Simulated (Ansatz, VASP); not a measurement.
# HfSi2HS2F (H-SiSi-F chair under 1T-HfS2, AB): VASP beside Ansatz, part 2 of 2

Aim: how closely do two programs agree when they are given the same cell, functional and k mesh? The structure shown is the start of the Ansatz relaxation below; VASP solves that cell, so the two are compared at the walk's first step.

VASP 6.6.1 and Ansatz 0.2.0.

So far: Starting point; Ansatz: relaxation, PBE with D3(BJ).

### 3. VASP: single point, PBE with D3(BJ), start cell

Level of this step: PBE with D3(BJ); plane waves and PAW (F, Si, H, S, Hf_pv) (VASP).

The same cell, functional, mesh and smearing now go to VASP, with its own data sets.

Lines of VASP's logs that name or quote its potential files are left out, and so is its time.

INCAR reads:

```
SYSTEM = HfSi2HS2F
PREC = Accurate
ENCUT = 520
EDIFF = 1E-06
NELM = 120
ISMEAR = -1
SIGMA = 0.05
LREAL = .FALSE.
ALGO = Normal
GGA = PE
IVDW = 12
NBANDS = 26
LASPH = .TRUE.
LORBIT = 11
LWAVE = .FALSE.
LCHARG = .FALSE.
ISIF = 2
LDIPOL = .TRUE.
IDIPOL = 3
DIPOL = 0.5 0.5 0.495
LVHAR = .TRUE.
GGA_COMPAT = .FALSE.
NELMDL = -8
KPAR = 2
```

POSCAR reads:

```
HfSi2HS2F
1.0
    3.6515000000      0.0000000000      0.0000000000
   -1.8257500000      3.1622920000      0.0000000000
    0.0000000000      0.0000000000     50.4021590000
F Si H S Hf
1 2 1 2 1
Direct
    0.6666666140      0.3333332279      0.4037525456
    0.6666666140      0.3333332279      0.4370844511
    0.3333333860      0.6666667721      0.4517663618
    0.3333333860      0.6666667721      0.4799397581
    0.0000000000      0.0000000000      0.5325168710
    0.6666666140      0.3333332279      0.5962474544
    0.3333333860      0.6666667721      0.5643821726
```

KPOINTS reads:

```
Automatic mesh
0
Gamma
12 12 1
0 0 0
```

The projector-augmented-wave data sets are F, Si, H, S and Hf_pv (PBE family, release 64).

On the command line:

```sh
$ mpirun -np 2 vasp_std
```

Numbers of over 12 decimals in the logs are rounded to 6 here.

The program printed:

```text
[banner, memory and clock lines left out]
running    2 mpi-ranks, on    1 nodes
 distrk:  each k-point on    1 cores,    2 groups
 distr:  one band on    1 cores,    1 groups

 POSCAR found type information on POSCAR F SiH S Hf
 POSCAR found :  5 types and       7 ions
 LDA part: xc-table for (Slater+PW92), standard interpolation
|                                                                             |
|           W    W    AA    RRRRR   N    N  II  N    N   GGGG   !!!           |
|           W    W   A  A   R    R  NN   N  II  NN   N  G    G  !!!           |
|           W    W  A    A  R    R  N N  N  II  N N  N  G       !!!           |
|           W WW W  AAAAAA  RRRRR   N  N N  II  N  N N  G  GGG   !            |
|           WW  WW  A    A  R   R   N   NN  II  N   NN  G    G                |
|           W    W  A    A  R    R  N    N  II  N    N   GGGG   !!!           |
|                                                                             |
|     One of the lattice vectors is very long (>50 A), but AMIN is rather     |
|     large. This can spoil convergence since charge sloshing might occur     |
|     along the long lattice vector. If problems with convergence are         |
|     observed, try to decrease AMIN to a smaller value (e.g. 0.01).          |
|     Note: This warning only applies if the self-consistency cycle is        |
|     used.                                                                   |
|                                                                             |

 POSCAR, INCAR and KPOINTS ok, starting setup
 FFT: planning ... GRIDC
 FFT: planning ... GRID_SOFT
 FFT: planning ... GRID
 WAVECAR not read
 entering main loop
       N       E                     dE             d eps       ncg     rms          rms(c)
DAV:   1     0.259026535865E+03    0.25903E+03   -0.14402E+04  1196   0.103E+03
DAV:   2    -0.163059310407E+01   -0.26066E+03   -0.25383E+03  1476   0.205E+02
DAV:   3    -0.436495679035E+02   -0.42019E+02   -0.41612E+02  1186   0.861E+01
DAV:   4    -0.447650708902E+02   -0.11155E+01   -0.11122E+01  1272   0.164E+01
DAV:   5    -0.447906998627E+02   -0.25629E-01   -0.25605E-01  1408   0.245E+00
DAV:   6    -0.447916344737E+02   -0.93461E-03   -0.93430E-03  1360   0.434E-01
DAV:   7    -0.447916780649E+02   -0.43591E-04   -0.43588E-04  1504   0.756E-02
DAV:   8    -0.447916788135E+02   -0.74855E-06   -0.74794E-06  1296   0.889E-03    0.411E+01
DAV:   9    -0.418567072017E+02    0.29350E+01   -0.98813E+00  1186   0.157E+01    0.324E+01
DAV:  10    -0.417094055552E+02    0.14730E+00   -0.28268E+00  1272   0.964E+00    0.465E+00
DAV:  11    -0.416281462934E+02    0.81259E-01   -0.38318E-01  1326   0.436E+00    0.228E+00
DAV:  12    -0.416058382676E+02    0.22308E-01   -0.26359E-01  1366   0.361E+00    0.942E-01
DAV:  13    -0.415980280675E+02    0.78102E-02   -0.88590E-02  1310   0.216E+00    0.374E-01
DAV:  14    -0.415928717188E+02    0.51563E-02   -0.21724E-02  1252   0.910E-01    0.290E-01
[...]
DAV:  21    -0.415931190812E+02   -0.64377E-04   -0.16358E-05  1168   0.204E-02    0.125E-02
DAV:  22    -0.415931307430E+02   -0.11662E-04   -0.14733E-06  1056   0.596E-03    0.104E-02
DAV:  23    -0.415931969171E+02   -0.66174E-04   -0.52393E-06  1136   0.113E-02    0.613E-03
DAV:  24    -0.415932227393E+02   -0.25822E-04   -0.22489E-06  1048   0.726E-03    0.558E-03
DAV:  25    -0.415932300471E+02   -0.73078E-05   -0.26079E-07   800   0.320E-03    0.273E-03
DAV:  26    -0.415932554229E+02   -0.25376E-04   -0.12013E-06   840   0.550E-03    0.315E-03
DAV:  27    -0.415932581910E+02   -0.27681E-05   -0.20835E-07   864   0.219E-03    0.176E-03
DAV:  28    -0.415932586230E+02   -0.43200E-06   -0.23311E-08   636   0.782E-04
   1 F= -.42822406E+02 E0= -.42819388E+02  d E =-.603722E-02
```

Parts of OUTCAR (step 3):

```text
ion  position               nearest neighbor table
   1  0.667  0.333  0.404-   2 1.68
   2  0.667  0.333  0.437-   1 1.68   3 2.23   3 2.23   3 2.23
   3  0.333  0.667  0.452-   4 1.42   2 2.23   2 2.23   2 2.23
   4  0.333  0.667  0.480-   3 1.42
   5  0.000  0.000  0.533-   7 2.65   7 2.65   7 2.65
   6  0.667  0.333  0.596-   7 2.65   7 2.65   7 2.65
   7  0.333  0.667  0.564-   6 2.65   6 2.65   6 2.65   5 2.65   5 2.65   5 2.65

  LATTYP: Found a hexagonal cell.
 ALAT       =     3.6515000000
 C/A-ratio  =    13.8031381624

 Subroutine GETGRP returns: Found  6 space group operations
 (whereof  6 operations were pure point group operations)

The static configuration has the point symmetry C_3v.

 Found     19 irreducible k-points:

   k-points           NKPTS =     19   k-points in BZ     NKDIM =     19   number of bands    NBANDS=     26

   dimension x,y,z NGX =    28 NGY =   28 NGZ =  378
   dimension x,y,z NGXF=    56 NGYF=   56 NGZF=  756

   ENCUT  =  520.0 eV  38.22 Ry    6.18 a.u.   6.79  6.79 93.71*2*pi/ulx,y,z

   NELECT =      38.0000    total number of electrons

 k-points in reciprocal lattice and weights: Automatic mesh
   0.00000000  0.00000000  0.00000000       0.007
   0.08333333  0.00000000  0.00000000       0.042
   0.16666667  0.00000000  0.00000000       0.042
   0.25000000  0.00000000  0.00000000       0.042
   0.33333333  0.00000000  0.00000000       0.042
   0.41666667  0.00000000  0.00000000       0.042
   0.50000000  0.00000000  0.00000000       0.021
   0.08333333  0.08333333  0.00000000       0.042
   0.16666667  0.08333333  0.00000000       0.083
[...]
0.33333333  0.25000000  0.00000000       0.083
   0.33333333  0.33333333  0.00000000       0.014

 dipolmoment           0.000000      0.000000     -0.118361 electrons x Angstroem

 average (electrostatic) potential at core
       1 -83.8140       2 -93.3378       3 -92.5379       4 -41.2272       5 -95.5619
       6 -95.5231       7 -48.0314

 E-fermi :  -4.2039

 k-point     1 :       0.0000    0.0000    0.0000
  band No.  band energies     occupation
    ...
     13      -7.1143      2.00000
     14      -7.1143      2.00000
     15      -6.1778      2.00000
     16      -5.0579      2.00000
     17      -5.0579      2.00000
     18      -4.1157      0.29251
     19      -4.1157      0.29246
     20      -3.0514      0.00000
     21      -3.0514      0.00000
     22      -2.8689      0.00000
    ...

 k-point     2 :       0.0833    0.0000    0.0000
  band No.  band energies     occupation
    ...
     15      -6.0062      2.00000
     16      -5.5424      2.00000
     17      -5.2272      2.00000
     18      -4.7611      1.99997
     19      -4.2941      1.71730
     20      -3.0981      0.00000
     21      -2.8495      0.00000
     22      -2.6939      0.00000
     23      -2.2233      0.00000
     24      -0.4808      0.00000
    ...

 k-point     3 :       0.1667    0.0000    0.0000
  band No.  band energies     occupation
    ...
     15      -6.4915      2.00000
     16      -5.9368      2.00000
     17      -5.7979      2.00000
     18      -5.5572      2.00000
     19      -4.6836      1.99986
     20      -3.3442      0.00000
     21      -2.4249      0.00000
     22      -2.3368      0.00000
     23      -1.9712      0.00000
     24      -0.7234      0.00000
    ...

 Edisp (eV)   -1.22915

  Total       1.13756     1.13756    -5.78016     0.00000     0.00000     0.00000
  in kB       3.13158     3.13158   -15.91212     0.00000     0.00000     0.00000
  external pressure =       -3.22 kB  Pullay stress =        0.00 kB

  energy-cutoff  :      520.00
  volume of cell :      582.00
      direct lattice vectors                 reciprocal lattice vectors
     3.651500000  0.000000000  0.000000000     0.273860058  0.158113166  0.000000000
    -1.825750000  3.162292000  0.000000000     0.000000000  0.316226332  0.000000000
     0.000000000  0.000000000 50.402159000     0.000000000  0.000000000  0.019840420

 POSITION                                       TOTAL-FORCE (eV/Angst)
 -----------------------------------------------------------------------------------
      1.82575      1.05410     20.35000         0.000000     -0.000000      1.424093
      1.82575      1.05410     22.03000        -0.000000      0.000000     -2.363524
     -0.00000      2.10820     22.77000        -0.000000      0.000000     -0.543927
     -0.00000      2.10820     24.19000        -0.000000      0.000000      1.568931
      0.00000      0.00000     26.84000        -0.000000      0.000000      1.711101
      1.82575      1.05410     30.05216         0.000000     -0.000000     -1.872296
     -0.00000      2.10820     28.44608         0.000000      0.000000      0.075623
 -----------------------------------------------------------------------------------
    total drift:                               -0.000000      0.000734      0.000599

  FREE ENERGIE OF THE ION-ELECTRON SYSTEM (eV)
  ---------------------------------------------------
  free  energy   TOTEN  =       -42.8224061549 eV

  energy  without entropy=      -42.8163689316  energy(sigma->0) =      -42.81938754

 vacuum level on the upper side and lower side of the slab         1.259         3.114

 total charge
# of ion       s       p       d       tot
------------------------------------------
    1        1.746   4.339   0.000   6.086
    2        0.739   0.970   0.000   1.709
    3        0.760   1.105   0.000   1.865
    4        0.586   0.018   0.000   0.604
    5        1.345   2.366   0.000   3.711
    6        1.347   2.357   0.000   3.705
    7        0.292   6.433   1.312   8.038
--------------------------------------------------
tot          6.817  17.589   1.312  25.718

[... 3 further parts left out ...]
```

### 4. Differences

Known differences besides the potentials themselves: Ansatz cuts the interaction across the vacuum, VASP repeats the sheet with a dipole correction; the data sets hold 54 valence electrons in Ansatz (on its default PAW (the set named soft_2) files) and 38 in VASP; the cutoff is 420 eV in Ansatz and 520 eV in VASP. Total energies have different zeros and are not compared.

Forces (eV/Å; atoms numbered as in POSCAR):

| atom | Ansatz x, y, z | VASP x, y, z |
| --- | --- | --- |
| F1 | 0.000, 0.000, 1.578 | 0.000, 0.000, 1.424 |
| Si2 | 0.000, 0.000, -2.524 | 0.000, 0.000, -2.364 |
| Si3 | 0.000, 0.000, -0.550 | 0.000, 0.000, -0.544 |
| H4 | 0.000, 0.000, 1.581 | 0.000, 0.000, 1.569 |
| S5 | 0.000, 0.000, 1.646 | 0.000, 0.000, 1.711 |
| S6 | 0.000, 0.000, -1.808 | 0.000, 0.000, -1.872 |
| Hf7 | 0.000, 0.000, 0.076 | 0.000, 0.000, 0.076 |

The forces differ by 53 meV/Å r.m.s., which is 5.9 % of the r.m.s. force of 0.895 eV/Å (both taken over all components). With vacuum in the cell, a pressure given here is an average over mostly empty space and none of the material.

### 5. Results

```yaml
r_m_s_force_difference_single_point_pbe_with_d3_bj_start_cell: 5.9 % of the r.m.s. force
```

What this shows: The r.m.s. force difference is 5.9 % of the r.m.s. force (single point, PBE with D3(BJ), start cell), beyond the 3 % picked in this series as the mark of a large difference. The data sets hold unlike numbers of valence electrons (54 in Ansatz and 38 in VASP), so part of the differences comes from the potentials. What causes the difference of the single point, PBE with D3(BJ), start cell pair stays open here. 1 further run of this series is not shown here. How closely two codes agree says nothing of how well the functional describes the real material.

[Lines on the potential files, build, host, timing and source positions are cut from VASP's logs without a mark.]

[Logs are printed without paths, hosts, clocks, repeated set-up lines and the standing remarks that a program may print on its own settings, such as how far it seeks lower states.]

[Hosts, paths, dates, database ids (printed as entryN), source tags and the programs' standing remarks are cut or masked in the printed files.]
